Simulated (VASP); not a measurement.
BiTe: equation of state with PBEsol

BiTe:

```xyz
2
Lattice="2.4027 1.3872 3.1801 -2.4027 1.3872 3.1801 0.0000 -2.7744 3.1801" Properties=species:S:1:pos:R:3 pbc="T T T"
Bi    0.0000    0.0000    4.7701
Te    0.0000    0.0000    0.0000
```

The cell comes from a database or a generator and needn't be the stable form of this composition.

* Program: VASP 6.6.1
* Task: equation of state
* Functional: PBEsol
* Potentials or basis: VASP PAW PBE potentials, release 64 (Bi_d, Te)
* Cutoff: 520 eV
* k mesh: 6 × 6 × 6
* Occupations: fermi-dirac, width 0.05 eV
* Spin: no spin polarisation
* Ladder: gaps
* Further INCAR settings: ALGO = Normal; EDIFF = 1e-06

| Quantity | Value |
| --- | --- |
| Equilibrium volume | 31.81 Å³/atom |
| Bulk modulus at fixed shape and positions | 56 GPa |
| Pressure derivative of the bulk modulus | 4.7 (rough: it moves with the points fitted) |

Energy against volume, from the lowest point:
```
volume (Å³/atom)  energy (meV/atom)
          30.525               9.87
          31.161               2.42
          31.797               0.00
          32.433               2.08
          33.069               8.16
```

All runs of the series together: 78 s on 1 thread of Intel(R) Xeon(R) Platinum 8488C (Sapphire Rapids), on a shared host.

Caveat: the cell was scaled at fixed shape and fractional positions, which overstates the stiffness of a crystal with free parameters, most of all of layers and chains; the PAW data sets were made with another functional, which shifts forces and pressure a little; spin-orbit coupling is left out, which moves the levels of the heavy elements.
